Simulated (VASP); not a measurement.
Runs of VASP 6.6.1 on ZnGaP. The structure is hexagonal, space group P-6m2 (No. 187). The conventional cell has a = 4.016 Å, b = 4.016 Å, c = 4.404 Å, α = 90.00°, β = 90.00°, γ = 120.00°. Zn (site symmetry -6m2) is surrounded by 3 P at 2.32 Å. Around Ga (site symmetry -6m2) lie 6 Zn at 3.20 Å and 6 P at 3.20 Å. P (site symmetry -6m2) is surrounded by 3 Zn at 2.32 Å. The cell was built by a generator and needn't be a form met in nature.

```tsv
screening parameter	gap on the mesh (eV)	pressure (GPa)
0.4	0.11	1.2
0.15	0.29	1.2
0.6	0.11	1.4
0.2	0.20	1.2
0.1	(a)	1.2
```

Alike in all rows: task single point; level HSE(alpha, omega); potentials or basis VASP PAW PBE potentials, release 64 (Zn, Ga_d, P); no spin polarisation; cell as given; k mesh 4 × 4 × 3; cutoff (eV) 520; smearing fermi-dirac 0.05 eV; the mesh is coarse, so values aren't converged.

**Question.** Fill in the values left out.

**Answer.** (a) 0.46.

Caveats: all runs use coarse meshes; the PAW data sets were made with another functional, which shifts forces and pressure a little; an odd mesh through Γ misses points on the zone boundary, where band edges often lie.

A k mesh can miss the band edges, and the runs leave out spin-orbit coupling on Ga.
